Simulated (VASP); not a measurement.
Runs of VASP 6.6.1 on GaAs. The structure is cubic, space group F-43m (No. 216). The conventional cell has a = 5.727 Å, b = 5.727 Å, c = 5.727 Å, α = 90.00°, β = 90.00°, γ = 90.00°. Around Ga (site symmetry -43m) lie 4 As at 2.48 Å. As (site symmetry -43m) is surrounded by 4 Ga at 2.48 Å. The cell was built by a generator and isn't the measured one.

| level | potentials or basis | pressure (GPa) | moment (μB) |
| --- | --- | --- | --- |
| TB-mBJ | VASP PAW PBE potentials, release 64 (Ga_d, As) | - | 0.00 |
| r2SCAN | VASP PAW PBE potentials, release 64 (Ga_d, As) | -2.1 | 0.00 |
| PBE | VASP PAW PBE potentials, release 64 (Ga_d, As) | (a) | 0.00 |
| LDA | VASP PAW LDA potentials, release 64 (Ga_d, As) | -3.9 | 0.00 |

Alike in all rows: task single point; spin non-collinear, zero start, SOC; cell as given; k mesh 8 × 8 × 8; cutoff (eV) 520; smearing gaussian 0.02 eV.

**Question.** Estimate the missing entries.

**Answer.** (a) 0.7.

Caveats: the PAW data sets were made with another functional, which shifts forces and pressure a little (some runs).
